Diamond is held at six volumes and its pressure is calculated with the PBE functional. The structure stays the same, so a volume change alters every bond length $d$ (the shortest distance) and leaves every bond angle as it was. Positive pressure $P$ means that the crystal pushes outward. In the last two rows it is held under tension and pulls inward.

Diamond (two-atom primitive cell) at six fixed volumes, calculated with VASP 6.6.1 using the PBE functional and hard PAW potentials, without spin polarisation. The plane-wave cutoff is 900 eV, the k mesh 14 × 14 × 14 and the Gaussian smearing 0.02 eV wide. Pressure is positive in compression.

```
volume (Å³/atom)  shortest distance (Å)  pressure (GPa)
           5.176                  1.498           48.79
           5.347                  1.514           30.17
           5.518                  1.530           14.03
           5.688                  1.546            0.02
           5.859                  1.561          -12.14
           6.030                  1.576          -22.69
```

Cutting the volume $V$ by 6% from 5.688 Å³/atom raises the pressure by 30.15 GPa, while enlarging it by 6% lowers the pressure by only 22.71 GPa. The rise is 1.33 times the fall. The problem is to find what makes the crystal push harder than it pulls.

**(a) Suppose that each bond is a perfect spring, with a force proportional to its change in length. Can geometry alone produce the asymmetry?**

*Solution.* Each atom has four bonds, each shared with a neighbour, so there are two bonds per atom. With spring constant $k$ and rest length $d_0$, the energy per atom is $k(d-d_0)^2$. Pressure is minus the slope of this energy against volume. Since $V$ grows as $d^3$, $dV/dd = 3V/d$, and therefore

$$P=-\frac{2k(d-d_0)\,d}{3V}\;\propto\;\frac{d_0-d}{d^2}.$$

This curve is already lopsided, which makes the explanation tempting. In the squeezed crystal the same bond force acts on a smaller area and so gives more pressure. A given change in volume also changes the bond length slightly more on compression than on expansion.

The size of the effect follows from the two bond lengths. They are $0.94^{1/3}=0.9796$ and $1.06^{1/3}=1.0196$ times the rest length, so the ratio of rise to fall is

$$\frac{0.0204/0.9796^2}{0.0196/1.0196^2}\approx 1.13.$$

Geometry therefore has the right sign but supplies well under half of the excess over 1. Choosing a stiffer or softer spring does not help, because $k$ cancels in the ratio. If the bonds carry the pressure, their stiffness must change with length.

**(b) Take the geometry out of the pressures. What does the bond do, and why?**

*Solution.* The relation in part (a) can be turned round. If the whole response is assigned to the nearest-neighbour bonds, the outward force along each bond is

$$F=\frac{3PV}{2d}.$$

At 5.347 Å³/atom the pressure is 30.17 GPa, or 0.188 eV/Å³, and the force comes out as 1.00 eV/Å. For a perfect spring, $F$ would change by the same amount for each ångström of bond length. Instead, the stiffness between neighbouring rows falls at every step, from 35.7 eV/Å² in the most compressed interval to 25.7 eV/Å² in the most stretched one. The perfect spring is ruled out: the bond softens as it lengthens.

A covalent bond has a reason to soften. Two neighbouring orbitals gain energy by coupling, and in simple bonding theory this coupling weakens roughly as $1/d^2$. The overlap of the same orbitals also costs energy, because it raises the average of the bonding and antibonding levels. This cost is roughly the coupling times the overlap. If the overlap weakens in step with the coupling, the cost goes as $1/d^4$. Stretching thus removes the steep repulsion faster than the gentler attraction. Since the repulsion provides the upward curvature of the energy, the stiffness goes with it.

The argument can be put as a number. For an energy $\alpha/d^m-\beta/d^n$, the two forces cancel at the equilibrium length. Differentiating twice more there shows that a bond longer by 1% loses about $(m+n+3)$% of its stiffness. The covalent powers, 4 and 2, give 9%; a perfect spring gives zero.

In the table, the stiffness drops by 10.0 eV/Å² about a mean of 30.7, or by about a third. Between the midpoints of the first and last intervals the bond lengthens by 4.1%. The loss is therefore about 8% for each 1% of length, close to the covalent estimate.

Softening and geometry together make a straight line of pressure against volume a poor guide far from equilibrium. The rows 3% either side of 5.688 Å³/atom give a bulk modulus (pressure rise per fractional loss of volume) of 436 GPa. Used unchanged for a 9% compression, it predicts $0.09\times436=39$ GPa, whereas the table has 48.8 GPa. The straight line misses a fifth of the pressure.

**(c) A different picture treats the four valence electrons of each atom as a free gas, held together by electrostatic attraction. Estimate its bulk modulus from the equilibrium volume alone. Does the result make this the better explanation?**

*Solution.* Confining free electrons costs kinetic energy that varies as $1/d^2$, while electrostatic attraction varies as $1/d$. The corresponding pressures vary as $V^{-5/3}$ and $V^{-4/3}$. The strength of the attraction is not calculated here but set so that the two cancel at the equilibrium volume of the table. The bulk modulus is then $(5/3-4/3)$, or one third, of the kinetic pressure.

At 5.688 Å³/atom the electron density is $n=4/5.688=0.703$ Å⁻³. The highest occupied level of the gas, its Fermi energy, lies above the lowest by

$$E_F=3.81\,(3\pi^2 n)^{2/3}=28.8\ \text{eV},$$

with $n$ in Å⁻³. The kinetic pressure is $\tfrac25 nE_F$, so the bulk modulus is

$$\tfrac{2}{15}\times0.703\times28.8=2.70\ \text{eV/Å}^3=433\ \text{GPa}.$$

This agrees with the table's 436 GPa to within 1%, which looks like a decisive success. The electrons of the same calculation, however, are not free. On the k mesh, a gap of at least 4.0 eV separates occupied from empty levels in every row, and a free gas has no gap. PBE usually makes gaps too small, so a better functional should only strengthen this objection.

The spread of the occupied levels disagrees as well. At 5.347 Å³/atom it is 22.3 eV, against 30.0 eV for free electrons at the same density. The estimate also leaves out the repulsion of the valence electrons by the atomic cores, which has no reason to be negligible. An agreement within 1% from such premises is best read as a cancellation of errors.

Silicon gives a check on that reading. It has the same structure and the same four valence electrons, but about 20 Å³ per atom. The gas estimate scales as $V^{-5/3}$ and drops to about 50 GPa, whereas the measured bulk modulus, as a rough recalled figure, is near 100 GPa. The close match in diamond does not carry over to its nearest relative.

The shape of the curve is a separate test. The powers 2 and 1 of the electron gas give a stiffness loss of 6% per 1% of length, so the 8% of the table lies between the gas and the covalent bond. Each of the three pictures was also fitted to all six pressures, with its stiffness and equilibrium volume left free. The output below shows the covalent form within about 0.2 GPa of every row, the electron gas within about 0.5 GPa, and the springs off by up to 1.9 GPa.

The lead of the covalent form over the gas is small enough that the quality of the pressures matters. Pressures obtained from the energy differences between rows lie about 0.6 GPa above the printed ones, probably because the plane-wave basis is finite; no run with a larger basis tests this. The shift varies by only about 0.1 GPa along the series. It therefore moves the equilibrium volume slightly and hardly touches the curvature on which the comparison rests.

The numbers thus reject perfect springs and literally free electrons, and they favour the covalent form without proving it. A loss of 8% per 1% fixes only the sum of the two powers, at about 5. Repulsion as $1/d^3$ with attraction as $1/d^2$ would soften the bond near equilibrium just as much as $1/d^4$ with $1/d$. Which pair describes diamond is left open by six pressures so close to equilibrium; a wider range of volumes, or a separate calculation of the repulsive and attractive energies, would be needed to tell them apart.

Numerical output:

```
fit of pressure on 6 rows: coefficient of u2 1377 +/- 41, coefficient of u1 -1376 +/- 41; rms 1.43, worst 5.176 -1.92, leave-one-out rms 2.59
fit of pressure on 6 rows: coefficient of u5 1323 +/- 10, coefficient of u4 -1322 +/- 10; rms 0.365, worst 6.03 -0.505, leave-one-out rms 0.664
fit of pressure on 6 rows: coefficient of u7 647.1 +/- 2.2, coefficient of u5 -647.2 +/- 2.2; rms 0.159, worst 6.03 0.21, leave-one-out rms 0.292
Force per bond (eV/A), stiffness since previous row (eV/A^2), model less table (GPa):
    row     force  stiffness  springs      gas  covalent
  5.176     1.578        n/a   -1.918   -0.467    0.2078
  5.347    0.9973      35.68   0.5944   0.1681  -0.09177
  5.518    0.4736      32.85    1.616   0.4148   -0.1901
  5.688  0.000689      30.28    1.412   0.3526   -0.1389
  5.859   -0.4265      27.91    0.185  0.03132  0.007523
   6.03   -0.8126      25.72   -1.892  -0.5054    0.2098
Fall of bond stiffness from first to last interval, percent: 27.92
Pressure rise at 6% compression over fall at 6% expansion, table: 1.328
Same ratio, perfect springs: 1.128
Same ratio, electron gas: 1.272
Same ratio, covalent bond: 1.35
Bulk modulus from the rows at 3% either side, GPa: 436.2
Bulk modulus of electron gas with nothing fitted, GPa: 433.2
Occupied band width at 5.347 A^3/atom, eV: 22.28
Free-electron Fermi energy at 5.347 A^3/atom, eV: 30.05
Power of 1/d by which the band width falls, 5.347 to 5.859: 1.879
Smallest band gap of all rows, eV: 4.003
Energy-derived pressure less printed pressure, smallest, GPa: 0.5593
Energy-derived pressure less printed pressure, largest, GPa: 0.6689
```
